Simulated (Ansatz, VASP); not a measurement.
**Al6Si in two plane-wave programs**

One calculation is typed for both programs; each brings its own data sets. How far apart do they land? The cell is generated by rule, not measured, and may not be a known phase. The cell is taken from a series of runs on this material, whose earlier steps may have relaxed, scaled, displaced or heated it; both programs get it as it stands.

Calculated with Ansatz 0.2.0; plane waves, with VASP 6.6.1 beside it; single point at PBEsol.

The structure was built from a prototype and need not be the compound's stable phase.

## (1) The starting structure

The structure is tetragonal, space group P4/m (No. 83). Conventional cell: a = 6.149 Å, b = 6.149 Å, c = 6.149 Å, α = 90.00°, β = 90.00°, γ = 90.00°. Nearest to Si lie 8 Al at 4.37 Å. Nearest to Al lie 5 Al at 2.47 to 2.65 Å. Nearest to Al lie 5 Al at 2.43 to 2.64 Å. Farther neighbours are not listed.

Structure file:

```cif
data_structure
_symmetry_space_group_name_H-M 'P 1'
_symmetry_Int_Tables_number 1
_cell_length_a 6.1489
_cell_length_b 6.1489
_cell_length_c 6.1489
_cell_angle_alpha 90.000
_cell_angle_beta 90.000
_cell_angle_gamma 90.000
_cell_volume 232.49
loop_
_atom_site_label
_atom_site_type_symbol
_atom_site_fract_x
_atom_site_fract_y
_atom_site_fract_z
_atom_site_occupancy
Si1 Si 0.00000 0.00000 0.00000 1
Al2 Al 0.19744 0.50000 0.53578 1
Al3 Al 0.50000 0.19744 0.50000 1
Al4 Al 0.80256 0.50000 0.46422 1
Al5 Al 0.50000 0.80256 0.50000 1
Al6 Al 0.46422 0.50000 0.19744 1
Al7 Al 0.53578 0.50000 0.80256 1
```

## (2) Ansatz: single point, PBEsol, pair 1

Ansatz runs on its default PAW (the set named soft_2) files.

With cell and atoms fixed, the geometry can't cause a difference; cores, projectors, grids and the points listed under the comparison can.

Input file input.yaml:

```yaml
crystal:
  lattice:
    - [6.1489135354, 0.0, 0.0]
    - [0.0, 6.1489135354, 0.0]
    - [0.0, 0.0, 6.1489135354]
  atoms:
    - { symbol: Si, position: [0.0, 0.0, 0.0] }
    - { symbol: Al, position: [0.1974385139, 0.5, 0.5357786784] }
    - { symbol: Al, position: [0.5, 0.1974385139, 0.5] }
    - { symbol: Al, position: [0.8025614861, 0.5, 0.4642213216] }
    - { symbol: Al, position: [0.5, 0.8025614861, 0.5] }
    - { symbol: Al, position: [0.4642213216, 0.5, 0.1974385139] }
    - { symbol: Al, position: [0.5357786784, 0.5, 0.8025614861] }
kpoints:
  mp_grid: { grid: [6, 6, 6] }
hamiltonian:
  xc: pbesol
scf:
  occupations: { method: methfessel_paxton, width: 0.15 }
output:
  forces: true
  stress: true
  eigenvalues: true
```

Launch:

```bash
> ansatz run input.yaml --threads 8 --pin off --max-ram 14336MiB --backend cpu --events-out ev --progress --plain --runs-dir out
```

Numbers of over 12 decimals in the logs are rounded to 6 here.

The log of the run:

```text
Engine: ansatz 0.2.0, aarch64-unknown-linux-gnu
Pseudopotentials: kind: paw
Pseudopotential: Si, paw, valence charge 4, recommended cutoff 420 eV (normal), Si.paw.azcp
Pseudopotential: Al, paw, valence charge 3, recommended cutoff 420 eV (normal), Al.paw.azcp
Functional definition: PBEsol
  exchange = pbesol_x
  correlation = pbesol_c
Crystal: 7 atoms, lattice volume = 232.485 Å³
Basis set: ecut = 420 eV, 4553 PW (Γ), exchange–correlation on 90×90×90 points (8 copies of the dense FFT grid, shifted against one another)
Bands: 18, of which v1, the nominal top of the filled ones, is band 11 counted from 1 (10 counted from 0)
Symmetry: 8 space group operations
Space group: P4/m (ITA 83), of the structure as read, at distance tolerance 6.1e-5 Å
k-points: 44 of 216
Non-local potential: Si, projectors of the file, l = 0: 2, l = 1: 2, l = 2: 2
Non-local potential: Al, projectors of the file, l = 0: 2, l = 1: 2, l = 2: 1
PAW form: soft (Blöchl's): semilocal exchange-correlation on the pseudo side does not see the compensation charge
PAW frozen core: Si, regenerated for the run's functional, and the local potential with it (the file was generated under x = pbe(κ = 0.804, μ = 0.219515), c = pbe(β = 0.066725))
PAW frozen core: Al, regenerated for the run's functional, and the local potential with it (the file was generated under x = pbe(κ = 0.804, μ = 0.219515), c = pbe(β = 0.066725))
PAW one-centre angular grid: Si, 110 points (default); XC on 64 Gauss nodes
PAW one-centre angular grid: Al, 110 points (default); XC on 64 Gauss nodes
Initial density: superposition of atomic densities (neutral atoms: chi_scale 0, normalization atom), corrected by the library's trained network
Initial wavefunctions: pseudopotential atomic-orbital guess
Functional: x = pbesol(κ = 0.804, μ = 0.123457), c = pbesol(β = 0.046)
SCF iter   1: F=—  HF=-3760.620165 eV  |F-HF|=—  |Δ(HF+E_count)|=         —  Δρ=1.12e-2  dr2=1.92e0  ethr=1.77e-3  ⟨swp⟩=7.3  Hψ=5087  notcnv=0
preconditioner: auto → Resta (q_TF=auto, 1.842 Å⁻¹)  ε∞=6.0  [insulator: Δε(μ)=0.112 eV  Ē_g=5.108 eV  σ=0.150 eV  W_gap=0.55  n_scr=26 (ndim 8)  ℏωp=11.4 eV  f_vac=0.000  D(μ)=3.08/eV (n_scr^D=18)  ε∞_Penn≈6.0]
SCF iter   2: F=—  HF=-3760.443035 eV  |F-HF|=—  |Δ(HF+E_count)|=   1.77e-1  S|Δr|=    0.00e0  Δρ=3.62e-3  dr2=1.30e-1  ethr=1.77e-3  ⟨swp⟩=1.8  Hψ=1193  notcnv=0  defer=1
preconditioner: auto → Kerker (q_TF=auto, 1.842 Å⁻¹)  [metal: Δε(μ)=0.021 eV  Ē_g=5.062 eV  σ=0.150 eV  W_gap=0.12  n_scr=26 (ndim 8)  ℏωp=11.4 eV  f_vac=0.000  D(μ)=7.19/eV (n_scr^D=56)]
SCF iter   3: F=—  HF=-3760.431128 eV  |F-HF|=—  |Δ(HF+E_count)|=   1.19e-2  S|Δr|=    0.00e0  Δρ=1.43e-3  dr2=1.52e-2  ethr=5.89e-4  ⟨swp⟩=1.0  Hψ=770  notcnv=0  defer=1
SCF iter   4: F=—  HF=-3760.431765 eV  |F-HF|=—  |Δ(HF+E_count)|=   6.38e-4  S|Δr|=    0.00e0  Δρ=1.03e-3  dr2=1.27e-2  ethr=6.89e-5  ⟨swp⟩=2.0  Hψ=1139  notcnv=0  defer=1
SCF iter   5: F=—  HF=-3760.430937 eV  |F-HF|=—  |Δ(HF+E_count)|=   8.28e-4  S|Δr|=    0.00e0  Δρ=3.58e-4  dr2=1.38e-3  ethr=5.79e-5  ⟨swp⟩=1.0  Hψ=835  notcnv=0  defer=1
SCF iter   6: F=—  HF=-3760.430847 eV  |F-HF|=—  |Δ(HF+E_count)|=   8.99e-5  S|Δr|=    0.00e0  Δρ=6.10e-5  dr2=2.65e-5  ethr=6.25e-6  ⟨swp⟩=1.0  Hψ=883  notcnv=0  defer=1
SCF iter   7: F=—  HF=-3760.430874 eV  |F-HF|=—  |Δ(HF+E_count)|=   2.74e-5  S|Δr|=    0.00e0  Δρ=9.84e-6  dr2=6.24e-7  ethr=1.20e-7  ⟨swp⟩=2.7  Hψ=1328  notcnv=0  defer=1
SCF iter   8: F=—  HF=-3760.430874 eV  |F-HF|=—  |Δ(HF+E_count)|=   2.90e-7  S|Δr|=    0.00e0  Δρ=3.37e-6  dr2=1.32e-7  ethr=4.55e-10  ⟨swp⟩=7.9  Hψ=3980  notcnv=0
SCF iter   9: F=—  HF=-3760.430874 eV  |F-HF|=—  |Δ(HF+E_count)|=   3.51e-8  S|Δr|=    0.00e0  Δρ=2.91e-6  dr2=1.20e-7  ethr=4.55e-10  ⟨swp⟩=4.0  Hψ=2368  notcnv=0
SCF iter  10: F=-3760.430874 eV  HF=-3760.430874 eV  |F-HF|=1.96e-8  |Δ(HF+E_count)|=   5.15e-9  S|Δr|=    0.00e0  Δρ=1.27e-6  dr2=2.32e-8  ethr=4.55e-10  ⟨swp⟩=2.0  Hψ=2234  notcnv=0
SCF 1 converged in 10 iterations: F = -3760.430874 eV  dr2 = 2.32e-8
  greatest PAW one-centre occupation: 0.761 electrons in one spin orbital (limit 2), on the Si atom at site 0 (counted from 0), in its partial waves of l = 0
SCF converged after 10 iterations
Stability not checked: this state was not tested for a lower state beside it, because cold or Methfessel-Paxton smearing, or corrected tetrahedra, fill the levels in a way that the test cannot read (fill_not_monotonic; see scf.lower_state_search)
Free energy (F): -3760.430874 eV
Harris-Foulkes:  -3760.430874 eV  (|F-HF|=1.96e-8)
Internal energy: -3760.417985 eV  (E = F + TS)
E sigma→0 (E₀):  -3760.427652 eV
Entropy (-TS):   -0.012889 eV (-1.841 meV/atom)
Fermi energy:    1.649211 eV
--- Per-component energies (eV) ---
  E_band       = -38.029658
  E_kinetic    = 156.538419
  E_local      = -197.307706  (includes V_loc(G=0)·N_el)
  E_nonlocal   = 92.393288
  E_hartree    = 68.501606
  E_xc         = -276.913663
  E_vxc        = -202.859132  (∫ρ·V_xc dr)
  E_paw        = -3226.846798  (= ΣΔE_a)
  E_vpaw       = -23.796745  (= ΣTr[D̂ρ^β])
  E_aug_tail   = -0.000007  (compensation charges beyond the density's cutoff)
  E_ewald      = -376.929518
  E_core_change = 0.146395  (= ΣΔE_core)
  E_smearing   = -0.012889  (= −TS)
  E_closure    = -0.000000  (closes the sum)
  Σ components = -3760.430874   (vs F -3760.430874, Δ=0.00e0)
--- Forces (eV/Å), atoms counted from 1 ---
  atom   1  Si     0.00000000     0.00000000     0.00000000
  atom   2  Al    -0.17378463     0.00000000     0.07476450
  atom   3  Al     0.00000000     0.04168345     0.00000000
  atom   4  Al     0.17378463     0.00000000    -0.07476450
  atom   5  Al     0.00000000    -0.04168345     0.00000000
  atom   6  Al    -0.07476450     0.00000000    -0.17378463
  atom   7  Al     0.07476450     0.00000000     0.17378463
  max |Σ_I F_I| component: 2.78e-17 eV/Å
--- Stress (GPa, compression-positive) ---
       -0.847439       0.000000       0.000000
        0.000000      -0.213181       0.000000
       -0.000000       0.000000      -0.847439
  P = ⅓ Tr σ = -0.6360 GPa (-6.360 kbar)
--- Band table (eV; the first three rows and the last of 44) ---
  k-point 0: bands = [... 7 lower, -0.8830, 1.6894, 1.6966, 1.6966, 2.0818, 2.0910, 2.0910, 3.5455, ... 3 higher]
  k-point 1: bands = [... 7 lower, -0.5923, 1.2938, 1.3094, 1.7854, 2.1115, 2.2242, 2.2293, 3.2952, ... 3 higher]
  k-point 2: bands = [... 7 lower, 0.4739, 0.7973, 0.8284, 1.9428, 2.1548, 2.3731, 2.3820, 2.9292, ... 3 higher]
  k-point 43: bands = [... 7 lower, -0.2391, 1.5705, 1.6318, 1.6318, 2.6422, 2.6439, 2.6439, 3.8622, ... 3 higher]
```

The run ends at a pressure of -0.64 GPa, with forces up to 0.19 eV/Å.

## (3) VASP: single point, PBEsol, pair 1

The same cell, functional, mesh and smearing now go to VASP, with its own data sets.

Lines of VASP's logs that name or quote its potential files are left out, and so is its time.

Input file INCAR:

```
SYSTEM = Al6Si
PREC = Accurate
ENCUT = 500
EDIFF = 1E-06
NELM = 120
ISMEAR = 1
SIGMA = 0.15
LREAL = .FALSE.
ALGO = Normal
GGA = PS
NBANDS = 18
LORBIT = 11
LWAVE = .FALSE.
LCHARG = .FALSE.
ISIF = 2
LASPH = .TRUE.
GGA_COMPAT = .FALSE.
KPAR = 2
```

Input file POSCAR:

```
Al6Si
1.0
    6.1489135354      0.0000000000      0.0000000000
    0.0000000000      6.1489135354      0.0000000000
    0.0000000000      0.0000000000      6.1489135354
Si Al
1 6
Direct
    0.0000000000      0.0000000000      0.0000000000
    0.1974385139      0.5000000000      0.5357786784
    0.5000000000      0.1974385139      0.5000000000
    0.8025614861      0.5000000000      0.4642213216
    0.5000000000      0.8025614861      0.5000000000
    0.4642213216      0.5000000000      0.1974385139
    0.5357786784      0.5000000000      0.8025614861
```

Input file KPOINTS:

```
Automatic mesh
0
Gamma
6 6 6
0 0 0
```

Potentials, in the order of the species: Si and Al (PBE family, release 64).

Launch:

```bash
> mpirun -np 2 vasp_std
```

The log of the run:

```text
[banner, memory and clock lines left out]
running    2 mpi-ranks, on    1 nodes
 distrk:  each k-point on    1 cores,    2 groups
 distr:  one band on    1 cores,    1 groups

 POSCAR found type information on POSCAR SiAl
 POSCAR found :  2 types and       7 ions
|                                                                             |
|               ----> ADVICE to this user running VASP <----                  |
|                                                                             |
|     You enforced a specific xc type in the INCAR file but a different       |
|     [... a line on the potential file left out ...]
|     I HOPE YOU KNOW WHAT YOU ARE DOING!                                     |
|                                                                             |

 LDA part: xc-table for (Slater+PW92), standard interpolation
 POSCAR, INCAR and KPOINTS ok, starting setup
 FFT: planning ... GRIDC
 FFT: planning ... GRID_SOFT
 FFT: planning ... GRID
 WAVECAR not read
 entering main loop
       N       E                     dE             d eps       ncg     rms          rms(c)
DAV:   1     0.320808945274E+02    0.32081E+02   -0.68966E+03  1584   0.865E+02
DAV:   2    -0.230233450812E+02   -0.55104E+02   -0.53190E+02  2084   0.111E+02
DAV:   3    -0.254640127786E+02   -0.24407E+01   -0.24203E+01  2104   0.235E+01
DAV:   4    -0.255185148252E+02   -0.54502E-01   -0.54460E-01  2246   0.415E+00
DAV:   5    -0.255200350238E+02   -0.15202E-02   -0.15201E-02  2254   0.611E-01    0.637E+00
DAV:   6    -0.221657687039E+02    0.33543E+01   -0.17031E+01  1740   0.951E+00    0.338E+00
DAV:   7    -0.221835516233E+02   -0.17783E-01   -0.54828E+00  1684   0.473E+00    0.241E+00
DAV:   8    -0.220262136285E+02    0.15734E+00   -0.29519E+00  1756   0.275E+00    0.151E+00
DAV:   9    -0.219962530771E+02    0.29961E-01   -0.15194E+00  1726   0.192E+00    0.106E+00
DAV:  10    -0.219442966590E+02    0.51956E-01   -0.20157E-01  1718   0.864E-01    0.185E-01
DAV:  11    -0.219441496237E+02    0.14704E-03   -0.77903E-03  1876   0.336E-01    0.111E-01
DAV:  12    -0.219444892194E+02   -0.33960E-03   -0.28090E-03  1932   0.103E-01    0.103E-01
DAV:  13    -0.219441541209E+02    0.33510E-03   -0.15231E-03  1778   0.755E-02    0.124E-02
DAV:  14    -0.219441543902E+02   -0.26931E-06   -0.35483E-05  1774   0.270E-02    0.122E-02
DAV:  15    -0.219441548116E+02   -0.42137E-06   -0.12548E-05  1930   0.129E-02    0.121E-02
DAV:  16    -0.219441520803E+02    0.27313E-05   -0.36572E-05  1790   0.105E-02    0.585E-03
DAV:  17    -0.219441509654E+02    0.11150E-05   -0.82493E-06  1220   0.589E-03    0.196E-03
DAV:  18    -0.219441509957E+02   -0.30362E-07   -0.26882E-07   862   0.254E-03
   1 F= -.21944151E+02 E0= -.21939791E+02  d E =-.130810E-01
```

Parts of OUTCAR (step 3):

```text
ion  position               nearest neighbor table
   1  0.000  0.000  0.000-
   2  0.197  0.500  0.536-   4 2.47   3 2.64   5 2.64   6 2.65   7 2.65
   3  0.500  0.197  0.500-   5 2.43   4 2.64   2 2.64   6 2.64   7 2.64
   4  0.803  0.500  0.464-   2 2.47   3 2.64   5 2.64   6 2.65   7 2.65
   5  0.500  0.803  0.500-   3 2.43   2 2.64   4 2.64   6 2.64   7 2.64
   6  0.464  0.500  0.197-   7 2.47   5 2.64   3 2.64   2 2.65   4 2.65
   7  0.536  0.500  0.803-   6 2.47   5 2.64   3 2.64   2 2.65   4 2.65

  LATTYP: Found a simple cubic cell.
 ALAT       =     6.1489135354

 Subroutine GETGRP returns: Found  8 space group operations
 (whereof  8 operations were pure point group operations)

The static configuration has the point symmetry C_4h.

 Found     44 irreducible k-points:

   k-points           NKPTS =     44   k-points in BZ     NKDIM =     44   number of bands    NBANDS=     18

   dimension x,y,z NGX =    48 NGY =   48 NGZ =   48
   dimension x,y,z NGXF=    96 NGYF=   96 NGZF=   96

   ENCUT  =  500.0 eV  36.75 Ry    6.06 a.u.  11.21 11.21 11.21*2*pi/ulx,y,z

   NELECT =      22.0000    total number of electrons

 k-points in reciprocal lattice and weights: Automatic mesh
   0.00000000  0.00000000  0.00000000       0.005
   0.16666667  0.00000000  0.00000000       0.019
   0.00000000  0.16666667  0.00000000       0.009
   0.33333333  0.00000000  0.00000000       0.019
   0.00000000  0.33333333  0.00000000       0.009
   0.50000000  0.00000000  0.00000000       0.009
   0.00000000  0.50000000  0.00000000       0.005
   0.16666667  0.16666667  0.00000000       0.037
   0.16666667  0.00000000  0.16666667       0.019
[...]
0.50000000  0.33333333  0.50000000       0.009
   0.50000000  0.50000000  0.50000000       0.005

 average (electrostatic) potential at core
       1 -89.1996       2 -78.0461       3 -77.9762       4 -78.0461       5 -77.9762
       6 -78.0461       7 -78.0461

 E-fermi :   1.6445

 k-point     1 :       0.0000    0.0000    0.0000
  band No.  band energies     occupation
    ...
      5      -2.2630      2.00000
      6      -2.0903      2.00000
      7      -2.0502      2.00000
      8      -0.8901      2.00000
      9       1.6847      0.56476
     10       1.6919      0.49402
     11       1.6919      0.49402
     12       2.0776     -0.00035
     13       2.0868     -0.00025
     14       2.0868     -0.00025
    ...

 k-point     2 :       0.1667    0.0000    0.0000
  band No.  band energies     occupation
    ...
      6      -2.0675      2.00000
      7      -1.4374      2.00000
      8      -0.5987      2.00000
      9       1.2883      2.00397
     10       1.3039      2.00606
     11       1.7809     -0.02584
     12       2.1074     -0.00011
     13       2.2199     -0.00000
     14       2.2250     -0.00000
     15       3.2880     -0.00000
    ...

 k-point     3 :       0.0000    0.1667    0.0000
  band No.  band energies     occupation
    ...
      6      -2.0377      2.00000
      7      -1.4400      2.00000
      8      -0.6091      2.00000
      9       1.3119      2.00745
     10       1.3119      2.00745
     11       1.7741     -0.00929
     12       2.0988     -0.00016
     13       2.2140     -0.00000
     14       2.2140     -0.00000
     15       3.3882     -0.00000
    ...

  Total       -1.1703253     -0.2427044     -1.1703253      0.0000000     -0.0000000     -0.0000000
  in kB       -8.0653276     -1.6726039     -8.0653276      0.0000000     -0.0000000     -0.0000002
  external PRESSURE =      -5.9344197 kB  Pullay stress =       0.0000000 kB

  energy-cutoff  :      500.00
  volume of cell :      232.49
      direct lattice vectors                 reciprocal lattice vectors
     6.148913535  0.000000000  0.000000000     0.162630356  0.000000000  0.000000000
     0.000000000  6.148913535  0.000000000     0.000000000  0.162630356  0.000000000
     0.000000000  0.000000000  6.148913535     0.000000000  0.000000000  0.162630356

 POSITION                                       TOTAL-FORCE (eV/Angst)
 -----------------------------------------------------------------------------------
      0.00000      0.00000      0.00000         0.000000      0.000000      0.000000
      1.21403      3.07446      3.29446        -0.173936     -0.000000      0.076352
      3.07446      1.21403      3.07446         0.000000      0.042207      0.000000
      4.93488      3.07446      2.85446         0.173936     -0.000000     -0.076352
      3.07446      4.93488      3.07446         0.000000     -0.042207      0.000000
      2.85446      3.07446      1.21403        -0.076352      0.000000     -0.173936
      3.29446      3.07446      4.93488         0.076352      0.000000      0.173936
 -----------------------------------------------------------------------------------
    total drift:                               -0.000000     -0.000000     -0.000000

  FREE ENERGIE OF THE ION-ELECTRON SYSTEM (eV)
  ---------------------------------------------------
  free  energy   TOTEN  =       -21.9441509957 eV

  energy  without entropy=      -21.9310699886  energy(sigma->0) =      -21.93979066

 total charge
# of ion       s       p       d       tot
------------------------------------------
    1        0.969   0.459   0.000   1.427
    2        0.457   0.359   0.000   0.816
    3        0.456   0.370   0.000   0.825
    4        0.457   0.359   0.000   0.816
    5        0.456   0.370   0.000   0.825
    6        0.457   0.359   0.000   0.816
    7        0.457   0.359   0.000   0.816
--------------------------------------------------
tot          3.708   2.635   0.000   6.342

[... 3 further parts left out ...]
```

The run ends at a pressure of -0.59 GPa, with forces up to 0.19 eV/Å.

## (4) Side by side

Known differences besides the potentials themselves: the cutoff is 420 eV in Ansatz and 500 eV in VASP; Ansatz makes its cores anew for this functional, VASP keeps those of its PBE data sets. Total energies have different zeros and are not compared.

The two programs side by side:

```csv
quantity,Ansatz,VASP,difference
pressure (GPa),-0.64,-0.59,-0.04
```

Forces (eV/Å; atoms numbered as in POSCAR):

```csv
atom,"Ansatz x, y, z","VASP x, y, z"
Si1,"0.000, 0.000, 0.000","0.000, 0.000, 0.000"
Al2,"-0.174, 0.000, 0.075","-0.174, 0.000, 0.076"
Al3,"0.000, 0.042, 0.000","0.000, 0.042, 0.000"
Al4,"0.174, 0.000, -0.075","0.174, 0.000, -0.076"
Al5,"0.000, -0.042, 0.000","0.000, -0.042, 0.000"
Al6,"-0.075, 0.000, -0.174","-0.076, 0.000, -0.174"
Al7,"0.075, 0.000, 0.174","0.076, 0.000, 0.174"
```

The forces differ by 0.7 meV/Å r.m.s., which is 0.8 % of the r.m.s. force of 0.084 eV/Å (both taken over all components).

## (5) Ansatz: single point, PBEsol, pair 2

A single point gives forces, pressure and levels at one fixed geometry, so differences don't come from the geometry; what else differs is listed under the comparison.

The cell is taken from a series of runs on this material, whose earlier steps may have relaxed, scaled, displaced or heated it; both programs get it as it stands.

input.yaml, the sections that differ from step 2:

```yaml
crystal:
  lattice:
    - [6.1489135354, 0.0, 0.0]
    - [0.0, 6.1489135354, 0.0]
    - [0.0, 0.0, 6.1489135354]
  atoms:
    - { symbol: Si, position: [0.0, 0.0, 0.0] }
    - { symbol: Al, position: [0.1974385139, 0.5, 0.5520417141] }
    - { symbol: Al, position: [0.5, 0.1974385139, 0.5] }
    - { symbol: Al, position: [0.8025614861, 0.5, 0.4479582859] }
    - { symbol: Al, position: [0.5, 0.8025614861, 0.5] }
    - { symbol: Al, position: [0.4479582859, 0.5, 0.1974385139] }
    - { symbol: Al, position: [0.5520417141, 0.5, 0.8025614861] }
# kpoints, hamiltonian, scf, output: as in step 2
```

Launch:

```bash
> ansatz run input.yaml --threads 8 --pin off --max-ram 14336MiB --backend cpu --events-out ev --progress --plain --runs-dir out
```

The log of the run:

```text
[...]
Crystal: 7 atoms, lattice volume = 232.485 Å³
Basis set: ecut = 420 eV, 4553 PW (Γ), exchange–correlation on 90×90×90 points (8 copies of the dense FFT grid, shifted against one another)
Bands: 18, of which v1, the nominal top of the filled ones, is band 11 counted from 1 (10 counted from 0)
Symmetry: 8 space group operations
[...]
k-points: 44 of 216
[...]
k-point 0: bands = [... 7 lower, -0.8216, 1.7064, 1.7208, 1.7208, 2.0834, 2.1055, 2.1055, 3.5000, ... 3 higher]
  k-point 1: bands = [... 7 lower, -0.5433, 1.2838, 1.3192, 1.8149, 2.1264, 2.2505, 2.2608, 3.2335, ... 3 higher]
  k-point 2: bands = [... 7 lower, 0.5212, 0.7689, 0.8357, 1.9877, 2.1707, 2.4078, 2.4265, 2.8476, ... 3 higher]
  k-point 43: bands = [... 7 lower, -0.2155, 1.6117, 1.7282, 1.7282, 2.6892, 2.6934, 2.6934, 3.7908, ... 3 higher]
[key lines of the parts left out:]
SCF converged after 10 iterations
Free energy (F): -3760.463325 eV
Fermi energy:    1.681265 eV
P = ⅓ Tr σ = -1.2984 GPa (-12.984 kbar)
```

The run ends at a pressure of -1.30 GPa, with forces up to 0.30 eV/Å.

(Part 1 of 2 ends here.)

[Lines on the potential files, build, host, timing and source positions are cut from VASP's logs without a mark.]

[Logs are printed without paths, hosts, clocks, repeated set-up lines and the standing remarks that a program may print on its own settings, such as how far it seeks lower states.]

[Hosts, paths, dates, database ids (printed as entryN), source tags and the programs' standing remarks are cut or masked in the printed files.]
